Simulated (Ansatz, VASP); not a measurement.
## Ta2NO2 in two plane-wave programs

One calculation is typed for both programs; each brings its own data sets. How far apart do they land? The cell is taken from a series of runs on this material, whose earlier steps may have relaxed, scaled, displaced or heated it; both programs get it as it stands.

Program: Ansatz 0.2.0. Level of theory: plane waves, with VASP 6.6.1 beside it; single point at PBEsol. Results are calculated unless marked as measured.

## 1. The starting structure

The cell holds 10 atoms: 2 N, 4 Ta and 4 O. Cell: a = 3.101 Å, b = 5.372 Å, c = 32.600 Å, α = 90.0°, β = 90.0°, γ = 90.0°. It derives from Ta2NO2. Vacuum lies along c.

## 2. Ansatz: single point, PBEsol, pair 1

Ansatz runs on its PAW soft_1 files.

With cell and atoms fixed, the geometry can't cause a difference; cores, projectors, grids and the points listed under the comparison can.

input.yaml reads:

```yaml
crystal:
  lattice:
    - [3.1012477371, 0.0, 0.0]
    - [0.0, 5.3715186475, 0.0]
    - [0.0, 0.0, 32.6]
  atoms:
    - { symbol: "N", position: [0.5, 0.5254104713, 0.3077036861] }
    - { symbol: "N", position: [0.0, -0.0254104713, 0.3057932465] }
    - { symbol: Ta, position: [0.0, 0.3202834758, 0.3404057093] }
    - { symbol: Ta, position: [0.5, 0.8463831909, 0.345691255] }
    - { symbol: Ta, position: [0.5, 0.1797165242, 0.2730912233] }
    - { symbol: Ta, position: [1.0, 0.6536168091, 0.2678056775] }
    - { symbol: O, position: [0.5, 0.1634765622, 0.3774966749] }
    - { symbol: O, position: [1.0, 0.6698567711, 0.3747257326] }
    - { symbol: O, position: [0.0, 0.3365234378, 0.2360002576] }
    - { symbol: O, position: [0.5, 0.8301432289, 0.2387712] }
  periodic: [true, true, false]
kpoints:
  mp_grid: { grid: [12, 8, 1] }
hamiltonian:
  xc: pbesol
  pseudopotentials: { kind: paw, azcp: { folder: soft_1 }, xc_functional: pbe }
scf:
  occupations: { method: methfessel_paxton, width: 0.2 }
output:
  forces: true
  stress: true
  eigenvalues: true
  write_density: true
  write_potential: true
  elf: true
  volumetric_format: npy
```

Launch:

```
> ansatz run input.yaml --threads 4 --pin off --max-ram 16384MiB --backend cpu --events-out ev --progress --plain --runs-dir out
```

Numbers of over 12 decimals in the logs are rounded to 6 here.

The log of the run:

```text
Engine: ansatz 0.2.0, aarch64-unknown-linux-gnu
Pseudopotentials: kind: paw
Pseudopotential: N, paw, valence charge 5, recommended cutoff 420 eV (normal), soft_1/N.paw.azcp
Pseudopotential: Ta, paw, valence charge 13, recommended cutoff 420 eV (normal), soft_1/Ta.paw.azcp
Pseudopotential: O, paw, valence charge 6, recommended cutoff 420 eV (normal), soft_1/O.paw.azcp
Functional definition: PBEsol
  exchange = pbesol_x
  correlation = pbesol_c
Crystal: 10 atoms, lattice volume = 543.064 Å³
Basis set: ecut = 420 eV, 10623 PW (Γ), exchange–correlation on 48×72×450 points (8 copies of the dense FFT grid, shifted against one another)
Bands: 53, of which v1, the nominal top of the filled ones, is band 43 counted from 1 (42 counted from 0)
Symmetry: 4 space group operations
Space group: P21/m (ITA 11), of the structure as read, at distance tolerance 8.2e-5 Å
k-points: 35 of 96
Non-local potential: N, projectors of the file, l = 0: 2, l = 1: 2, l = 2: 1
Non-local potential: Ta, projectors of the file, l = 0: 3, l = 1: 2, l = 2: 2, l = 3: 1
Non-local potential: O, projectors of the file, l = 0: 2, l = 1: 2, l = 2: 1
PAW form: soft (Blöchl's): semilocal exchange-correlation on the pseudo side does not see the compensation charge
PAW frozen core: N, regenerated for the run's functional, and the local potential with it (the file was generated under x = pbe(κ = 0.804, μ = 0.219515), c = pbe(β = 0.066725))
PAW frozen core: Ta, regenerated for the run's functional, and the local potential with it (the file was generated under x = pbe(κ = 0.804, μ = 0.219515), c = pbe(β = 0.066725))
PAW frozen core: O, regenerated for the run's functional, and the local potential with it (the file was generated under x = pbe(κ = 0.804, μ = 0.219515), c = pbe(β = 0.066725))
PAW one-centre angular grid: N, 110 points (default); XC on 64 Gauss nodes
PAW one-centre angular grid: Ta, 590 points (default); XC on 64 Gauss nodes
PAW one-centre angular grid: O, 110 points (default); XC on 64 Gauss nodes
Initial density: superposition of atomic densities (neutral atoms: chi_scale 0, normalization atom)
Initial wavefunctions: pseudopotential atomic-orbital guess
Functional: x = pbesol(κ = 0.804, μ = 0.123457), c = pbesol(β = 0.046)
SCF iter   1: F=—  HF=-42248.055676 eV  |F-HF|=—  |Δ(HF+E_count)|=         —  Δρ=7.30e-2  dr2=3.32e1  ethr=3.10e-3  ⟨swp⟩=11.0  Hψ=12072  notcnv=0
preconditioner: auto → LDOS  [metal: Δε(μ)=0.022 eV  Ē_g=12.313 eV  σ=0.200 eV  W_gap=0.09  n_scr=54 (ndim 8)  ℏωp=11.7 eV  f_vac=0.762  D(μ)=1.58/eV (n_scr^D=6)  β→1.0]
SCF iter   2: F=—  HF=-42251.047371 eV  |F-HF|=—  |Δ(HF+E_count)|=    2.99e0  S|Δr|=    0.00e0  Δρ=1.02e-1  dr2=5.01e1  ethr=3.10e-3  ⟨swp⟩=6.9  Hψ=7129  notcnv=0  defer=113
SCF iter   3: F=—  HF=-42239.365264 eV  |F-HF|=—  |Δ(HF+E_count)|=    1.17e1  S|Δr|=    0.00e0  Δρ=1.82e-2  dr2=1.13e0  ethr=3.10e-3  ⟨swp⟩=6.2  Hψ=6912  notcnv=0  defer=61
SCF iter   4: F=—  HF=-42239.173925 eV  |F-HF|=—  |Δ(HF+E_count)|=   1.91e-1  S|Δr|=    0.00e0  Δρ=5.92e-3  dr2=2.82e-1  ethr=1.31e-3  ⟨swp⟩=3.2  Hψ=4182  notcnv=0  defer=95
SCF iter   5: F=—  HF=-42239.111950 eV  |F-HF|=—  |Δ(HF+E_count)|=   6.20e-2  S|Δr|=    0.00e0  Δρ=1.73e-3  dr2=1.84e-2  ethr=3.28e-4  ⟨swp⟩=2.9  Hψ=3222  notcnv=0  defer=95
SCF iter   6: F=—  HF=-42239.106272 eV  |F-HF|=—  |Δ(HF+E_count)|=   5.68e-3  S|Δr|=    0.00e0  Δρ=4.33e-4  dr2=1.06e-3  ethr=2.14e-5  ⟨swp⟩=3.7  Hψ=4502  notcnv=0  defer=95
SCF iter   7: F=—  HF=-42239.106264 eV  |F-HF|=—  |Δ(HF+E_count)|=   8.17e-6  S|Δr|=    0.00e0  Δρ=9.79e-5  dr2=7.03e-5  ethr=1.24e-6  ⟨swp⟩=3.8  Hψ=4504  notcnv=0  defer=95
SCF iter   8: F=—  HF=-42239.106161 eV  |F-HF|=—  |Δ(HF+E_count)|=   1.03e-4  S|Δr|=    0.00e0  Δρ=2.37e-5  dr2=3.46e-6  ethr=8.17e-8  ⟨swp⟩=3.2  Hψ=4078  notcnv=0  defer=94
SCF iter   9: F=—  HF=-42239.106164 eV  |F-HF|=—  |Δ(HF+E_count)|=   3.31e-6  S|Δr|=    0.00e0  Δρ=7.07e-6  dr2=2.05e-7  ethr=4.02e-9  ⟨swp⟩=3.5  Hψ=4315  notcnv=0  defer=94
SCF iter  10: F=-42239.106165 eV  HF=-42239.106165 eV  |F-HF|=1.15e-7  |Δ(HF+E_count)|=   6.69e-7  S|Δr|=    0.00e0  Δρ=1.70e-6  dr2=9.46e-9  ethr=1.16e-10  ⟨swp⟩=36.5  Hψ=27335  notcnv=0
SCF 1 converged in 10 iterations: F = -42239.106165 eV  dr2 = 9.46e-9
  greatest PAW one-centre occupation: 0.999 electrons in one spin orbital (limit 2), on the Ta atom at site 5 (counted from 0), in its partial waves of l = 0
WARN: The output density's exchange-correlation potential varies sharply where the density is thin. Do not read a vacuum level from v_tot or v_xc, or from such a field of the output density. On a cell that repeats whose density bears no net charge and no dipole along the vacuum's axis use v_es (v_loc + v_h of the components); under efield.dipole_correction with no amplitude use v_es + v_field, which holds any externa [...]
SCF converged after 10 iterations
Stability not checked: this state was not tested for a lower state beside it, because cold or Methfessel-Paxton smearing, or corrected tetrahedra, fill the levels in a way that the test cannot read (fill_not_monotonic; see scf.lower_state_search)
Free energy (F): -42239.106165 eV
Harris-Foulkes:  -42239.106165 eV  (|F-HF|=1.15e-7)
Internal energy: -42239.106207 eV  (E = F + TS)
E sigma→0 (E₀):  -42239.106176 eV
Entropy (-TS):   0.000042 eV (0.004 meV/atom)
Fermi energy:    -5.133905 eV
Step filling:    the computed levels leave a gap of 0.0002 eV = 0.0 smearing widths at the electron count; against every level under it full and every level over it empty, smearing changes F+E_penalty+E_count by -0.881 meV and its σ→0 estimate by -0.891 meV
--- Per-component energies (eV) ---
  E_band       = -2318.685385
  E_kinetic    = 2508.522560
  E_local      = -258016.787535  (includes V_loc(G=0)·N_el)
  E_nonlocal   = 248.159660
  E_hartree    = 127512.225395
  E_xc         = -1678.531094
  E_vxc        = -1450.214244  (∫ρ·V_xc dr)
  E_paw        = -33599.604916  (= ΣΔE_a)
  E_vpaw       = -632.818493  (= ΣTr[D̂ρ^β])
  E_aug_tail   = 0.005058  (compensation charges beyond the density's cutoff)
  E_ewald      = 120785.852464
  E_core_change = 1.052201  (= ΣΔE_core)
  E_smearing   = 0.000042  (= −TS)
  E_closure    = 0.000000  (closes the sum)
  Σ components = -42239.106165   (vs F -42239.106165, Δ=0.00e0)
--- Forces (eV/Å), atoms counted from 1 ---
  atom   1  N      0.00000000    -0.45972310    -0.10955503
  atom   2  N      0.00000000     0.45972310     0.10955503
  atom   3  Ta     0.00000000     1.04203692     0.50168237
  atom   4  Ta     0.00000000     0.28962038     0.37163244
  atom   5  Ta     0.00000000    -1.04203692    -0.50168237
  atom   6  Ta     0.00000000    -0.28962038    -0.37163244
  atom   7  O      0.00000000    -0.04533332    -0.20284281
  atom   8  O      0.00000000    -0.12879796     0.02955237
  atom   9  O      0.00000000     0.04533332     0.20284281
  atom  10  O      0.00000000     0.12879796    -0.02955237
  max |Σ_I F_I| component: 0.00e0 eV/Å
--- 2D stress c σ (N/m, compression-positive) ---
       -0.992543       0.000000       0.000000
        0.000000       2.427183       0.000000
        0.000000       0.000000       0.000000
  P = ½ c Tr σ = 0.7173 N/m
--- Band table (eV; the first three rows and the last of 35) ---
  k-point 0: bands = [... 39 lower, -9.0403, -7.5217, -6.3987, -6.3059, -5.5097, -3.8716, -3.8097, -3.7857, ... 6 higher]
  k-point 1: bands = [... 39 lower, -9.1505, -7.5157, -6.3374, -6.1631, -5.5452, -3.8765, -3.7903, -3.7215, ... 6 higher]
  k-point 2: bands = [... 39 lower, -8.9661, -7.4860, -6.3811, -5.8149, -5.4757, -3.9042, -3.8183, -3.8007, ... 6 higher]
  k-point 34: bands = [... 39 lower, -9.4355, -7.5124, -7.5124, -4.1846, -4.1846, -3.3090, -3.3090, -3.0581, ... 6 higher]
```

## 3. VASP: single point, PBEsol, pair 1

The same cell, functional, mesh and smearing now go to VASP, with its own data sets.

Lines of VASP's logs that name or quote its potential files are left out, and so is its time.

INCAR reads:

```
SYSTEM = Ta2NO2
PREC = Accurate
ENCUT = 520
EDIFF = 1E-06
NELM = 120
ISMEAR = 1
SIGMA = 0.2
LREAL = .FALSE.
ALGO = Normal
GGA = PS
NBANDS = 49
LASPH = .TRUE.
LORBIT = 11
LWAVE = .FALSE.
LCHARG = .FALSE.
ISIF = 2
LDIPOL = .TRUE.
IDIPOL = 3
DIPOL = 0.5 0.5 0.307
LVHAR = .TRUE.
GGA_COMPAT = .FALSE.
NELMDL = -8
KPAR = 2
```

POSCAR reads:

```
Ta2NO2
1.0
    3.1012477371      0.0000000000      0.0000000000
    0.0000000000      5.3715186475      0.0000000000
    0.0000000000      0.0000000000     32.6000000000
N Ta O
2 4 4
Direct
    0.5000000000      0.5254104713      0.3077036861
    0.0000000000      0.9745895287      0.3057932465
    0.0000000000      0.3202834758      0.3404057093
    0.5000000000      0.8463831909      0.3456912550
    0.5000000000      0.1797165242      0.2730912233
    0.0000000000      0.6536168091      0.2678056775
    0.5000000000      0.1634765622      0.3774966749
    0.0000000000      0.6698567711      0.3747257326
    0.0000000000      0.3365234378      0.2360002576
    0.5000000000      0.8301432289      0.2387712000
```

KPOINTS reads:

```
Automatic mesh
0
Gamma
12 8 1
0 0 0
```

PAW data sets: N, Ta_pv and O (PBE family, release 64).

Launch:

```
> mpirun -np 2 vasp_std
```

The log of the run:

```text
[banner, memory and clock lines left out]
running    2 mpi-ranks, on    1 nodes
 distrk:  each k-point on    1 cores,    2 groups
 distr:  one band on    1 cores,    1 groups

 POSCAR found type information on POSCAR N TaO
 POSCAR found :  3 types and      10 ions
|                                                                             |
|               ----> ADVICE to this user running VASP <----                  |
|                                                                             |
|     You enforced a specific xc type in the INCAR file but a different       |
|     [... a line on the potential file left out ...]
|     I HOPE YOU KNOW WHAT YOU ARE DOING!                                     |
|                                                                             |

 LDA part: xc-table for (Slater+PW92), standard interpolation
 POSCAR, INCAR and KPOINTS ok, starting setup
 FFT: planning ... GRIDC
 FFT: planning ... GRID_SOFT
 FFT: planning ... GRID
 WAVECAR not read
 entering main loop
       N       E                     dE             d eps       ncg     rms          rms(c)
DAV:   1     0.731223020856E+03    0.73122E+03   -0.38853E+04  4270   0.129E+03
DAV:   2    -0.278849519153E+02   -0.75911E+03   -0.74108E+03  4712   0.328E+02
DAV:   3    -0.118431285563E+03   -0.90546E+02   -0.89307E+02  4046   0.113E+02
DAV:   4    -0.121825131060E+03   -0.33938E+01   -0.33626E+01  4468   0.231E+01
DAV:   5    -0.121907223736E+03   -0.82093E-01   -0.81809E-01  4308   0.335E+00
DAV:   6    -0.121910219529E+03   -0.29958E-02   -0.29910E-02  4460   0.628E-01
DAV:   7    -0.121910357691E+03   -0.13816E-03   -0.13801E-03  4324   0.120E-01
DAV:   8    -0.121910365353E+03   -0.76621E-05   -0.76537E-05  4068   0.269E-02    0.550E+01
DAV:   9    -0.108036879765E+03    0.13873E+02   -0.78308E+01  4038   0.438E+01    0.245E+01
DAV:  10    -0.107598511806E+03    0.43837E+00   -0.78524E+00  4108   0.144E+01    0.114E+01
DAV:  11    -0.107362704332E+03    0.23581E+00   -0.11766E+00  4540   0.749E+00    0.838E-01
DAV:  12    -0.107357641901E+03    0.50624E-02   -0.14479E-01  4204   0.219E+00    0.505E-01
DAV:  13    -0.107354475385E+03    0.31665E-02   -0.24313E-02  4556   0.937E-01    0.258E-01
DAV:  14    -0.107353297700E+03    0.11777E-02   -0.66194E-03  4092   0.457E-01    0.191E-01
[...]
DAV:  21    -0.107354109205E+03   -0.74846E-04   -0.19036E-06  3108   0.643E-03    0.236E-03
DAV:  22    -0.107354214240E+03   -0.10503E-03   -0.30560E-06  3118   0.508E-03    0.141E-03
DAV:  23    -0.107354255186E+03   -0.40947E-04   -0.73866E-07  2667   0.246E-03    0.598E-04
DAV:  24    -0.107354272850E+03   -0.17664E-04   -0.44539E-07  2451   0.178E-03    0.399E-04
DAV:  25    -0.107354279823E+03   -0.69722E-05   -0.23049E-07  2420   0.114E-03    0.238E-04
DAV:  26    -0.107354283147E+03   -0.33245E-05   -0.11512E-07  2406   0.822E-04    0.141E-04
DAV:  27    -0.107354285393E+03   -0.22458E-05   -0.12232E-07  2352   0.661E-04    0.967E-05
DAV:  28    -0.107354286119E+03   -0.72590E-06   -0.46295E-08  2357   0.498E-04
   1 F= -.10735429E+03 E0= -.10735431E+03  d E =0.851858E-04
```

Parts of OUTCAR (step 3):

```text
ion  position               nearest neighbor table
   1  0.500  0.525  0.308-   4 2.12   6 2.14   6 2.14   5 2.17   3 2.18   3 2.18
   2  0.000  0.975  0.306-   6 2.12   4 2.14   4 2.14   3 2.17   5 2.18   5 2.18
   3  0.000  0.320  0.340-   7 2.14   7 2.14   2 2.17   1 2.18   1 2.18   8 2.19   5 2.79   5 2.79
                             6 2.97   4 2.99   4 2.99   4 3.23   4 3.23
   4  0.500  0.846  0.346-   7 1.99   8 2.05   8 2.05   1 2.12   2 2.14   2 2.14   5 2.97   3 2.99
                             3 2.99   6 3.15   6 3.15   3 3.23   3 3.23
   5  0.500  0.180  0.273-   9 2.14   9 2.14   1 2.17   2 2.18   2 2.18  10 2.19   3 2.79   3 2.79
                             4 2.97   6 2.99   6 2.99   6 3.23   6 3.23
   6  0.000  0.654  0.268-   9 1.99  10 2.05  10 2.05   2 2.12   1 2.14   1 2.14   3 2.97   5 2.99
                             5 2.99   4 3.15   4 3.15   5 3.23   5 3.23
   7  0.500  0.163  0.377-   4 1.99   3 2.14   3 2.14
   8  0.000  0.670  0.375-   4 2.05   4 2.05   3 2.19
   9  0.000  0.337  0.236-   6 1.99   5 2.14   5 2.14
  10  0.500  0.830  0.239-   6 2.05   6 2.05   5 2.19

  LATTYP: Found a simple orthorhombic cell.
 ALAT       =     3.1012477371
 B/A-ratio  =     1.7320508076
 C/A-ratio  =    10.5118980370

 Subroutine GETGRP returns: Found  4 space group operations
 (whereof  2 operations were pure point group operations)

The static configuration has the point symmetry C_1h.
 The point group associated with its full space group is C_2h.

 Found     35 irreducible k-points:

   k-points           NKPTS =     35   k-points in BZ     NKDIM =     35   number of bands    NBANDS=     49

   dimension x,y,z NGX =    24 NGY =   40 NGZ =  250
   dimension x,y,z NGXF=    48 NGYF=   80 NGZF=  500

   ENCUT  =  520.0 eV  38.22 Ry    6.18 a.u.   5.77  9.99 60.61*2*pi/ulx,y,z

   NELECT =      78.0000    total number of electrons

 k-points in reciprocal lattice and weights: Automatic mesh
   0.00000000  0.00000000  0.00000000       0.010
   0.08333333  0.00000000  0.00000000       0.021
   0.16666667  0.00000000  0.00000000       0.021
   0.25000000  0.00000000  0.00000000       0.021
   0.33333333  0.00000000  0.00000000       0.021
   0.41666667  0.00000000  0.00000000       0.021
   0.50000000  0.00000000  0.00000000       0.010
   0.00000000  0.12500000  0.00000000       0.021
   0.08333333  0.12500000  0.00000000       0.042
[...]
0.41666667  0.50000000  0.00000000       0.021
   0.50000000  0.50000000  0.00000000       0.010

 dipolmoment           0.000000      0.000000      0.000003 electrons x Angstroem

 average (electrostatic) potential at core
       1 -73.4157       2 -73.4157       3 -46.2485       4 -47.1071       5 -46.2485
       6 -47.1071       7 -79.4372       8 -79.2643       9 -79.4372      10 -79.2643

 E-fermi :  -2.7018

 k-point     1 :       0.0000    0.0000    0.0000
  band No.  band energies     occupation
    ...
     36      -6.5820      2.00000
     37      -5.0784      2.00000
     38      -3.9807      2.00000
     39      -3.8874      2.00000
     40      -3.0767      2.02349
     41      -1.4480     -0.00000
     42      -1.3967     -0.00000
     43      -1.3711     -0.00000
     44      -0.8800     -0.00000
     45      -0.7850     -0.00000
    ...

 k-point     2 :       0.0833    0.0000    0.0000
  band No.  band energies     occupation
    ...
     36      -6.6678      2.00000
     37      -4.9022      2.00000
     38      -3.8650      2.00000
     39      -3.7619      2.00000
     40      -3.0375      2.03902
     41      -1.4068     -0.00000
     42      -1.3540     -0.00000
     43      -1.2754     -0.00000
     44      -1.1038     -0.00000
     45      -0.8846     -0.00000
    ...

 k-point     3 :       0.1667    0.0000    0.0000
  band No.  band energies     occupation
    ...
     35      -7.0387      2.00000
     36      -6.4632      2.00000
     37      -4.4695      2.00000
     38      -3.9453      2.00000
     39      -3.5146      2.00000
     40      -2.6148      0.33504
     41      -1.6710     -0.00000
     42      -1.6181     -0.00000
     43      -1.1154     -0.00000
     44      -1.0291     -0.00000
    ...

  Total       -0.0794175      3.5466645      1.8307768      0.0000000      2.2703810      0.0000000
  in kB       -0.2343019     10.4635619      5.4012568      0.0000000      6.6982010      0.0000000
  external PRESSURE =       5.2101723 kB  Pullay stress =       0.0000000 kB

  energy-cutoff  :      520.00
  volume of cell :      543.06
      direct lattice vectors                 reciprocal lattice vectors
     3.101247737  0.000000000  0.000000000     0.322450860  0.000000000  0.000000000
     0.000000000  5.371518648  0.000000000     0.000000000  0.186167091  0.000000000
     0.000000000  0.000000000 32.600000000     0.000000000  0.000000000  0.030674847

 POSITION                                       TOTAL-FORCE (eV/Angst)
 -----------------------------------------------------------------------------------
      1.55062      2.82225     10.03114         0.000000     -0.469503     -0.098959
      0.00000      5.23503      9.96886         0.000000      0.469503      0.098959
      0.00000      1.72041     11.09723         0.000000      1.046880      0.504675
      1.55062      4.54636     11.26953         0.000000      0.284535      0.356208
      1.55062      0.96535      8.90277         0.000000     -1.046880     -0.504675
      0.00000      3.51091      8.73047         0.000000     -0.284535     -0.356208
      1.55062      0.87812     12.30639         0.000000      0.002410     -0.106608
      0.00000      3.59815     12.21606         0.000000     -0.164791      0.104883
      0.00000      1.80764      7.69361         0.000000     -0.002410      0.106608
      1.55062      4.45913      7.78394         0.000000      0.164791     -0.104883
 -----------------------------------------------------------------------------------
    total drift:                                0.000000     -0.000001      0.000050

  FREE ENERGIE OF THE ION-ELECTRON SYSTEM (eV)
  ---------------------------------------------------
  free  energy   TOTEN  =      -107.3542861188 eV

  energy  without entropy=     -107.3543713046  energy(sigma->0) =     -107.35431451

 vacuum level on the upper side and lower side of the slab         2.472         2.472

 total charge
# of ion       s       p       d       tot
------------------------------------------
    1        1.236   2.568   0.000   3.804
    2        1.236   2.568   0.000   3.804
    3        0.284   6.235   2.475   8.994
    4        0.318   6.299   2.332   8.950
    5        0.284   6.235   2.475   8.994
    6        0.318   6.299   2.332   8.950
    7        1.567   3.440   0.000   5.006
    8        1.560   3.464   0.000   5.024
    9        1.567   3.440   0.000   5.006
   10        1.560   3.464   0.000   5.024
--------------------------------------------------
tot          9.929  44.013   9.615  63.557

[... 3 further parts left out ...]
```

The run ends at a pressure of 0.52 GPa, with forces up to 1.2 eV/Å.

(Continued in part 2 of 2.)

[Lines on the potential files, build, host, timing and source positions are cut from VASP's logs without a mark.]

[Logs are printed without paths, hosts, clocks, repeated set-up lines and the standing remarks that a program may print on its own settings, such as how far it seeks lower states.]

[Hosts, paths, dates, database ids (printed as entryN), source tags and the programs' standing remarks are cut or masked in the printed files.]
